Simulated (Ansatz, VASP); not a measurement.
# TiTeS in two plane-wave programs

Wanted: the spread between two codes on one cell, functional and k mesh. The cell is taken from a series of runs on this material, whose earlier steps may have relaxed, scaled, displaced or heated it; both programs get it as it stands.

Program: Ansatz 0.2.0. Level of theory: plane waves, with VASP 6.6.1 beside it; PBEsol. Results are calculated unless marked as measured.

## 1. Set-up

The cell holds 3 atoms: 1 Ti, 1 S and 1 Te. Cell: a = 3.626 Å, b = 3.547 Å, c = 30.000 Å, α = 90.0°, β = 90.0°, γ = 120.7°. Vacuum lies along c.

Coordinates:

```xyz
3
Lattice="3.6262 0.0000 0.0000 -1.8131 3.0489 0.0000 0.0000 0.0000 30.0000" Properties=species:S:1:pos:R:3
Ti    1.8131    3.0426   10.1924
S     0.0000    2.0507   11.3887
Te    1.8131    1.0046    8.3189
```

## 2. VASP: zone-centre phonons, PBEsol

Second derivatives magnify differences that forces hide, and they need a tight electronic threshold.

Lines of VASP's logs that name or quote its potential files are left out, and so is its time.

The input, INCAR:

```
SYSTEM = TiTeS
PREC = Accurate
ENCUT = 500
EDIFF = 1E-08
NELM = 120
ISMEAR = 1
SIGMA = 0.2
LREAL = .FALSE.
ALGO = Normal
GGA = PS
NBANDS = 18
LASPH = .TRUE.
LORBIT = 11
LWAVE = .FALSE.
LCHARG = .FALSE.
ISIF = 2
IBRION = 8
GGA_COMPAT = .FALSE.
NELMDL = -8
KPAR = 2
```

The input, POSCAR:

```
TiTeS
1.0
    3.6262343216      0.0000000000      0.0000000000
   -1.8131171608      3.0489427598      0.0000000000
    0.0000000000      0.0000000000     30.0000000000
Ti S Te
1 1 1
Direct
    0.9989573674      0.9979147348      0.3397474496
    0.3362961642      0.6725923284      0.3796226135
    0.6647464684      0.3294929367      0.2772966038
```

The input, KPOINTS:

```
Automatic mesh
0
Gamma
15 15 1
0 0 0
```

The projector-augmented-wave data sets are Ti_sv, S and Te (PBE family, release 64).

Command:

```sh
$ mpirun -np 2 vasp_std
```

Numbers of over 12 decimals in the logs are rounded to 6 here.

The log of the run:

```text
[banner, memory and clock lines left out]
running    2 mpi-ranks, on    1 nodes
 distrk:  each k-point on    1 cores,    2 groups
 distr:  one band on    1 cores,    1 groups

 POSCAR found type information on POSCAR TiS Te
 POSCAR found :  3 types and       3 ions
|                                                                             |
|               ----> ADVICE to this user running VASP <----                  |
|                                                                             |
|     You enforced a specific xc type in the INCAR file but a different       |
|     [... a line on the potential file left out ...]
|     I HOPE YOU KNOW WHAT YOU ARE DOING!                                     |
|                                                                             |

 LDA part: xc-table for (Slater+PW92), standard interpolation
 POSCAR, INCAR and KPOINTS ok, starting setup
 FFT: planning ... GRIDC
 FFT: planning ... GRID_SOFT
 FFT: planning ... GRID
 WAVECAR not read
 entering main loop
       N       E                     dE             d eps       ncg     rms          rms(c)
DAV:   1     0.161428988267E+03    0.16143E+03   -0.10180E+04  2832   0.955E+02
DAV:   2     0.182653591268E+01   -0.15960E+03   -0.15631E+03  3018   0.232E+02
DAV:   3    -0.209842229177E+02   -0.22811E+02   -0.22704E+02  4128   0.807E+01
DAV:   4    -0.220834763451E+02   -0.10993E+01   -0.10953E+01  3216   0.178E+01
DAV:   5    -0.221800063337E+02   -0.96530E-01   -0.96490E-01  3664   0.419E+00
DAV:   6    -0.221808591846E+02   -0.85285E-03   -0.85279E-03  3192   0.516E-01
DAV:   7    -0.221808929562E+02   -0.33772E-04   -0.33771E-04  3722   0.876E-02
DAV:   8    -0.221808932093E+02   -0.25312E-06   -0.25325E-06  3208   0.866E-03    0.137E+01
DAV:   9    -0.209782854147E+02    0.12026E+01   -0.35859E+01  3050   0.431E+01    0.119E+01
DAV:  10    -0.197794900210E+02    0.11988E+01   -0.26082E+01  3198   0.347E+01    0.630E+00
DAV:  11    -0.193215468278E+02    0.45794E+00   -0.23012E+00  2678   0.112E+01    0.206E+00
DAV:  12    -0.193429804255E+02   -0.21434E-01   -0.42406E-01  3364   0.429E+00    0.167E+00
DAV:  13    -0.193117229413E+02    0.31257E-01   -0.22494E-01  3002   0.362E+00    0.677E-01
DAV:  14    -0.193119279377E+02   -0.20500E-03   -0.16653E-02  2604   0.107E+00    0.403E-01
[...]
DAV:  27    -0.193112860281E+02   -0.37747E-05   -0.15424E-07  2734   0.218E-03    0.714E-04
DAV:  28    -0.193112880076E+02   -0.19795E-05   -0.35383E-08  2650   0.949E-04    0.574E-04
DAV:  29    -0.193112891685E+02   -0.11609E-05   -0.17310E-08  2396   0.520E-04    0.231E-04
DAV:  30    -0.193112896551E+02   -0.48660E-06   -0.10603E-08  2308   0.569E-04    0.174E-04
DAV:  31    -0.193112897604E+02   -0.10533E-06   -0.81581E-10  2104   0.223E-04    0.146E-04
DAV:  32    -0.193112897872E+02   -0.26755E-07    0.10011E-11  1604   0.111E-04    0.472E-05
DAV:  33    -0.193112898059E+02   -0.18716E-07    0.12694E-10  1650   0.776E-05    0.220E-05
DAV:  34    -0.193112898102E+02   -0.42755E-08    0.29559E-10  1412   0.343E-05
   1 F= -.19311290E+02 E0= -.19312740E+02  d E =0.435188E-02
 Linear response reoptimize wavefunctions to high precision
DAV:   1    -0.193112898130E+02   -0.28135E-08    0.29810E-10  1776   0.228E-05
DAV:   2    -0.193112898130E+02   -0.23647E-10    0.31448E-10  1430   0.910E-06
 Linear response DOF=           9
 Linear response progress:
  Degree of freedom:   1/  9
       N       E                     dE             d eps       ncg     rms          rms(c)
RMM:   1    -0.720221904136E+00   -0.72022E+00    0.12188E+01  4070   0.135E+02
RMM:   2    -0.683624438716E+00    0.36597E-01   -0.41674E-01  7237   0.519E+00    0.223E-01
RMM:   3    -0.680799831544E+00    0.28246E-02   -0.24954E-02  8189   0.111E+00    0.113E-01
[...]
RMM:  13    -0.103095192913E+00    0.95774E-07   -0.49754E-07 10811   0.263E-04    0.139E-05
RMM:  14    -0.103095264771E+00   -0.71858E-07   -0.49157E-07 11105   0.146E-04    0.835E-06
RMM:  15    -0.103095289220E+00   -0.24449E-07   -0.85261E-08 11008   0.837E-05    0.317E-06
RMM:  16    -0.103095319082E+00   -0.29862E-07   -0.10927E-07 10979   0.454E-05    0.150E-06
RMM:  17    -0.103095314323E+00    0.47591E-08   -0.27049E-08 10850   0.261E-05    0.178E-06
 first order change of Fermi-energy  -0.69522E-03
 force on displaced ion       2 direction 1 :  -5.423   0.015   0.001
 Linear response progress:
  Degree of freedom:   5/  9
       N       E                     dE             d eps       ncg     rms          rms(c)
RMM:   1    -0.120455026812E+00   -0.12046E+00   -0.17361E-01  5710   0.203E+00
RMM:   2    -0.100851512492E+00    0.19604E-01   -0.12698E-02  4651   0.640E-01    0.122E-01
RMM:   3    -0.101472257390E+00   -0.62074E-03   -0.14360E-03  4906   0.212E-01    0.570E-02
RMM:   4    -0.101937119490E+00   -0.46486E-03   -0.55864E-04  5279   0.105E-01    0.267E-02
RMM:   5    -0.102071361816E+00   -0.13424E-03   -0.12546E-04  5082   0.633E-02    0.228E-02
RMM:   6    -0.102132992658E+00   -0.61631E-04   -0.36713E-05  4988   0.373E-02    0.764E-03
RMM:   7    -0.102099828379E+00    0.33164E-04   -0.15267E-05  5952   0.185E-02    0.267E-03
RMM:   8    -0.102115577932E+00   -0.15750E-04   -0.40108E-06  6114   0.817E-03    0.930E-04
[...]
RMM:   9    -0.143609412746E+00   -0.54805E-05   -0.10351E-06  5895   0.534E-03    0.133E-03
RMM:  10    -0.143609807957E+00   -0.39521E-06    0.54437E-06  5746   0.296E-03    0.315E-04
RMM:  11    -0.143608237759E+00    0.15702E-05    0.41408E-06  5846   0.141E-03    0.220E-04
RMM:  12    -0.143606652273E+00    0.15855E-05   -0.90916E-07  5410   0.930E-04    0.219E-04
RMM:  13    -0.143606580485E+00    0.71787E-07    0.72616E-07  5684   0.562E-04    0.110E-04
RMM:  14    -0.143605611307E+00    0.96918E-06    0.56911E-07  5207   0.539E-04    0.824E-05
RMM:  15    -0.143605612248E+00   -0.94020E-09    0.12736E-06  5565   0.223E-04    0.496E-05
RMM:  16    -0.143605488479E+00    0.12377E-06    0.57252E-07  5408   0.169E-04    0.203E-05
RMM:  17    -0.143605467724E+00    0.20756E-07    0.40295E-07  5816   0.898E-05    0.222E-05
RMM:  18    -0.143605489353E+00   -0.21629E-07    0.17271E-07  5462   0.634E-05    0.926E-06
RMM:  19    -0.143605474874E+00    0.14478E-07    0.15616E-07  5602   0.384E-05    0.585E-06
RMM:  20    -0.143605474381E+00    0.49387E-09    0.57595E-08  5890   0.213E-05    0.200E-06
 first order change of Fermi-energy  -0.14722E+01
 force on displaced ion       2 direction 3 :  -0.000  -0.260  -7.870
 Linear response progress:
  Degree of freedom:   7/  9
       N       E                     dE             d eps       ncg     rms          rms(c)
RMM:   1    -0.408221866163E-01   -0.40822E-01   -0.71070E-03  9737   0.908E-01
RMM:   2    -0.387683439602E-01    0.20538E-02   -0.36102E-03  8346   0.296E-01    0.688E-02
RMM:   3    -0.389245165173E-01   -0.15617E-03   -0.76622E-04  9385   0.108E-01    0.400E-02
RMM:   4    -0.389770946936E-01   -0.52578E-04   -0.12715E-04 10019   0.412E-02    0.283E-02
RMM:   5    -0.390694173680E-01   -0.92323E-04   -0.28961E-05  8901   0.275E-02    0.330E-03
RMM:   6    -0.390647115020E-01    0.47059E-05   -0.10377E-05  9785   0.124E-02    0.249E-03
RMM:   7    -0.390628372802E-01    0.18742E-05   -0.23911E-06  9594   0.651E-03    0.173E-03
RMM:   8    -0.390609994619E-01    0.18378E-05   -0.79010E-07  9778   0.338E-03    0.505E-04
RMM:   9    -0.390607462757E-01    0.25319E-06   -0.15533E-06 10820   0.164E-03    0.215E-04
RMM:  10    -0.390607419969E-01    0.42789E-08    0.12051E-06 10858   0.746E-04    0.947E-05
RMM:  11    -0.390608103172E-01   -0.68320E-07   -0.27900E-07 10891   0.397E-04    0.330E-05
RMM:  12    -0.390608155972E-01   -0.52800E-08    0.61489E-07 10866   0.214E-04    0.145E-05
RMM:  13    -0.390608363473E-01   -0.20750E-07   -0.77631E-08 10952   0.120E-04    0.619E-06
RMM:  14    -0.390608425611E-01   -0.62139E-08    0.17909E-07 10908   0.663E-05    0.224E-06
RMM:  15    -0.390608432281E-01   -0.66695E-09   -0.34354E-08 10871   0.370E-05    0.176E-06
 first order change of Fermi-energy  -0.72775E-03
 force on displaced ion       3 direction 1 :  -2.528   0.004  -0.001
 Linear response progress:
  Degree of freedom:   8/  9
       N       E                     dE             d eps       ncg     rms          rms(c)
RMM:   1    -0.401383356705E-01   -0.40138E-01   -0.98726E-03  5522   0.910E-01
RMM:   2    -0.379946155561E-01    0.21437E-02   -0.35069E-03  4778   0.292E-01    0.669E-02
RMM:   3    -0.381445663917E-01   -0.14995E-03   -0.69718E-04  5314   0.106E-01    0.389E-02
RMM:   4    -0.381962365600E-01   -0.51670E-04   -0.12679E-04  5518   0.430E-02    0.274E-02
RMM:   5    -0.382663039975E-01   -0.70067E-04   -0.35971E-05  4708   0.372E-02    0.201E-02
RMM:   6    -0.382822426043E-01   -0.15939E-04   -0.13691E-05  4670   0.287E-02    0.291E-03
RMM:   7    -0.382764525138E-01    0.57901E-05   -0.56406E-06  5872   0.110E-02    0.162E-03
RMM:   8    -0.382731338799E-01    0.33186E-05   -0.18906E-06  5938   0.428E-03    0.569E-04
RMM:   9    -0.382729514451E-01    0.18243E-06   -0.68918E-07  6108   0.189E-03    0.335E-04
RMM:  10    -0.382729804197E-01   -0.28975E-07    0.14152E-07  6062   0.939E-04    0.199E-04
RMM:  11    -0.382730043150E-01   -0.23895E-07    0.38040E-07  6003   0.544E-04    0.399E-05
RMM:  12    -0.382729977692E-01    0.65459E-08    0.31633E-07  6160   0.293E-04    0.285E-05
RMM:  13    -0.382730269752E-01   -0.29206E-07    0.17926E-07  6203   0.164E-04    0.149E-05
RMM:  14    -0.382730443800E-01   -0.17405E-07    0.12876E-07  6191   0.944E-05    0.980E-06
RMM:  15    -0.382730390797E-01    0.53003E-08    0.68816E-08  6078   0.516E-05    0.335E-06
 first order change of Fermi-energy   0.38951E-01
 force on displaced ion       3 direction 2 :  -0.000  -2.578  -0.194
 Linear response progress:
  Degree of freedom:   9/  9
       N       E                     dE             d eps       ncg     rms          rms(c)
RMM:   1    -0.874799143226E-01   -0.87480E-01    0.18611E-02  5473   0.117E+00
RMM:   2    -0.849091609621E-01    0.25708E-02   -0.48668E-03  4778   0.345E-01    0.114E-01
RMM:   3    -0.850317214921E-01   -0.12256E-03   -0.93878E-04  4705   0.179E-01    0.918E-02
RMM:   4    -0.850408445101E-01   -0.91230E-05   -0.33679E-04  4817   0.128E-01    0.634E-02
RMM:   5    -0.850421658582E-01   -0.13213E-05   -0.10016E-04  4773   0.675E-02    0.503E-02
RMM:   6    -0.850915898835E-01   -0.49424E-04   -0.51663E-05  4700   0.559E-02    0.117E-02
RMM:   7    -0.850926912883E-01   -0.11014E-05   -0.24880E-05  5674   0.270E-02    0.830E-03
RMM:   8    -0.850940591056E-01   -0.13678E-05   -0.50186E-06  6080   0.121E-02    0.695E-03
RMM:   9    -0.850946840908E-01   -0.62499E-06   -0.42907E-06  5411   0.746E-03    0.234E-03
RMM:  10    -0.850953138945E-01   -0.62980E-06   -0.24955E-06  5645   0.400E-03    0.108E-03
RMM:  11    -0.850959009526E-01   -0.58706E-06   -0.14148E-06  6051   0.189E-03    0.904E-04
RMM:  12    -0.850974463122E-01   -0.15454E-05   -0.93037E-07  5343   0.142E-03    0.327E-04
RMM:  13    -0.850981370513E-01   -0.69074E-06   -0.79561E-07  5429   0.729E-04    0.339E-04
RMM:  14    -0.850986820050E-01   -0.54495E-06   -0.64942E-07  5823   0.400E-04    0.167E-04
RMM:  15    -0.850992580647E-01   -0.57606E-06   -0.49813E-07  5285   0.379E-04    0.149E-04
RMM:  16    -0.850994093014E-01   -0.15124E-06   -0.54696E-07  5567   0.176E-04    0.177E-04
RMM:  17    -0.850995062451E-01   -0.96944E-07   -0.27330E-07  5472   0.116E-04    0.913E-05
RMM:  18    -0.850995243066E-01   -0.18062E-07   -0.17970E-07  5342   0.105E-04    0.132E-05
RMM:  19    -0.850995152148E-01    0.90918E-08   -0.41870E-08  5289   0.654E-05    0.291E-05
 first order change of Fermi-energy  -0.72555E+00
 force on displaced ion       3 direction 3 :   0.000  -0.210  -8.576
 Linear response finished
```

Parts of OUTCAR (step 2):

```text
ion  position               nearest neighbor table
   1  0.999  0.998  0.340-   2 2.38   2 2.39   2 2.39   3 2.77   3 2.80   3 2.80
   2  0.336  0.673  0.380-   1 2.38   1 2.39   1 2.39
   3  0.665  0.329  0.277-   1 2.77   1 2.80   1 2.80

  LATTYP: Found a base centered orthorhombic cell.
 ALAT       =     3.6262343216
 B/A-ratio  =     1.6816027258
 C/A-ratio  =     8.2730450763

 Subroutine GETGRP returns: Found  2 space group operations
 (whereof  2 operations were pure point group operations)

The static configuration has the point symmetry C_1h.

 Found     64 irreducible k-points:

   k-points           NKPTS =     64   k-points in BZ     NKDIM =     64   number of bands    NBANDS=     18

   dimension x,y,z NGX =    28 NGY =   28 NGZ =  224
   dimension x,y,z NGXF=    56 NGYF=   56 NGZF=  448

   ENCUT  =  500.0 eV  36.75 Ry    6.06 a.u.   6.61  6.47 54.70*2*pi/ulx,y,z

   NELECT =      24.0000    total number of electrons

 k-points in reciprocal lattice and weights: Automatic mesh
   0.00000000  0.00000000  0.00000000       0.004
   0.06666667 -0.00000000  0.00000000       0.018
   0.13333333  0.00000000  0.00000000       0.018
   0.20000000 -0.00000000  0.00000000       0.018
   0.26666667  0.00000000  0.00000000       0.018
   0.33333333 -0.00000000  0.00000000       0.018
   0.40000000 -0.00000000  0.00000000       0.018
   0.46666667  0.00000000  0.00000000       0.018
   0.00000000  0.06666667  0.00000000       0.009
[...]
0.00000000  0.46666667  0.00000000       0.009
   0.06666667  0.46666667  0.00000000       0.009

 average (electrostatic) potential at core
       1 -84.0577       2 -94.2719       3 -96.5826

  Total       -1.1163031     -0.2849420      0.0456251      0.0000000      0.0022481      0.0000000
  in kB       -5.3922042     -1.3763875      0.2203883      0.0000000      0.0108594      0.0000000
  external PRESSURE =      -2.1827345 kB  Pullay stress =       0.0000000 kB

  energy-cutoff  :      500.00
  volume of cell :      331.69
      direct lattice vectors                 reciprocal lattice vectors
     3.626234322  0.000000000  0.000000000     0.275768169  0.163991272  0.000000000
    -1.813117161  3.048942760  0.000000000     0.000000000  0.327982543  0.000000000
     0.000000000  0.000000000 30.000000000     0.000000000  0.000000000  0.033333333

 POSITION                                       TOTAL-FORCE (eV/Angst)
 -----------------------------------------------------------------------------------
      1.81312      3.04258     10.19242        -0.000000      0.000392      0.003661
      0.00000      2.05070     11.38868         0.000000      0.000419      0.019289
      1.81312      1.00461      8.31890         0.000000     -0.000811     -0.022950
 -----------------------------------------------------------------------------------
    total drift:                                0.000000      0.000233     -0.000595

 Eigenvectors and eigenvalues of the dynamical matrix
 ----------------------------------------------------

   1 f  =   10.666482 THz    67.019482 2PiTHz  355.795534 cm-1    44.113004 meV
             X         Y         Z           dx          dy          dz
      1.813117  3.042585 10.192423     0.000000    0.056513    0.770357
      0.000000  2.050696 11.388678     0.000000   -0.059419   -0.610064
      1.813117  1.004605  8.318898    -0.000000   -0.004818   -0.166207

   2 f  =    7.786404 THz    48.923421 2PiTHz  259.726491 cm-1    32.201966 meV
             X         Y         Z           dx          dy          dz
      1.813117  3.042585 10.192423    -0.599301    0.000000   -0.000000
      0.000000  2.050696 11.388678     0.799819   -0.000000   -0.000000
      1.813117  1.004605  8.318898    -0.033586    0.000000    0.000000

   3 f  =    7.687397 THz    48.301339 2PiTHz  256.423960 cm-1    31.792505 meV
             X         Y         Z           dx          dy          dz
      1.813117  3.042585 10.192423     0.000000    0.594896   -0.061187
      0.000000  2.050696 11.388678    -0.000000   -0.798873    0.052348
      1.813117  1.004605  8.318898    -0.000000    0.035974    0.011087

   4 f  =    6.095355 THz    38.298246 2PiTHz  203.319163 cm-1    25.208352 meV
             X         Y         Z           dx          dy          dz
      1.813117  3.042585 10.192423     0.000000   -0.018226   -0.414068
      0.000000  2.050696 11.388678     0.000000   -0.017617   -0.685814
      1.813117  1.004605  8.318898    -0.000000    0.019687    0.597643

   5 f  =    3.551734 THz    22.316203 2PiTHz  118.473096 cm-1    14.688785 meV
             X         Y         Z           dx          dy          dz
      1.813117  3.042585 10.192423    -0.000000   -0.641448    0.022846
      0.000000  2.050696 11.388678    -0.000000   -0.450871    0.014206
      1.813117  1.004605  8.318898     0.000000    0.619749   -0.021137

   6 f  =    3.522159 THz    22.130377 2PiTHz  117.486573 cm-1    14.566472 meV
             X         Y         Z           dx          dy          dz
      1.813117  3.042585 10.192423    -0.639954    0.000000   -0.000000
      0.000000  2.050696 11.388678    -0.453465    0.000000   -0.000000
      1.813117  1.004605  8.318898     0.620345   -0.000000    0.000000

   7 f/i=    0.001677 THz     0.010536 2PiTHz    0.055932 cm-1     0.006935 meV
             X         Y         Z           dx          dy          dz
      1.813117  3.042585 10.192423    -0.000000   -0.119825   -0.465273
      0.000000  2.050696 11.388678    -0.000000   -0.097868   -0.380681
      1.813117  1.004605  8.318898    -0.000000   -0.195239   -0.759308

   8 f/i=    0.002783 THz     0.017484 2PiTHz    0.092821 cm-1     0.011508 meV
             X         Y         Z           dx          dy          dz
      1.813117  3.042585 10.192423    -0.000000   -0.465574    0.119806
      0.000000  2.050696 11.388678    -0.000000   -0.380918    0.098088
      1.813117  1.004605  8.318898    -0.000000   -0.759004    0.195140

   9 f/i=    0.003188 THz     0.020030 2PiTHz    0.106334 cm-1     0.013184 meV
             X         Y         Z           dx          dy          dz
      1.813117  3.042585 10.192423     0.480934   -0.000000    0.000000
      0.000000  2.050696 11.388678     0.393266   -0.000000    0.000000
      1.813117  1.004605  8.318898     0.783610   -0.000000    0.000000

 ELASTIC MODULI CONTR FROM IONIC RELAXATION (kBar)
 Direction    XX          YY          ZZ          XY          YZ          ZX
 --------------------------------------------------------------------------------
 XX         -93.7748    -54.7389   -113.0319      0.0000     37.2432     -0.0000
 YY         -54.7389   -101.7587   -119.6313      0.0000    -46.4647     -0.0000
 ZZ        -113.0319   -119.6313   -219.6576      0.0000     -4.1858      0.0000
 XY           0.0000      0.0000      0.0000    -18.4370      0.0000     39.3745
 YZ          37.2432    -46.4647     -4.1858      0.0000   -115.8394     -0.0000
 ZX          -0.0000     -0.0000      0.0000     39.3745     -0.0000    -92.5475
 --------------------------------------------------------------------------------
```

This run has no spin polarisation, so a moment on Ti, if there is one, isn't seen.

[end of part 1 of 2]

[Lines on the potential files, build, host, timing and source positions are cut from VASP's logs without a mark.]

[Logs are printed without paths, hosts, clocks, repeated set-up lines and the standing remarks that a program may print on its own settings, such as how far it seeks lower states.]

[Hosts, paths, dates, database ids (printed as entryN), source tags and the programs' standing remarks are cut or masked in the printed files.]
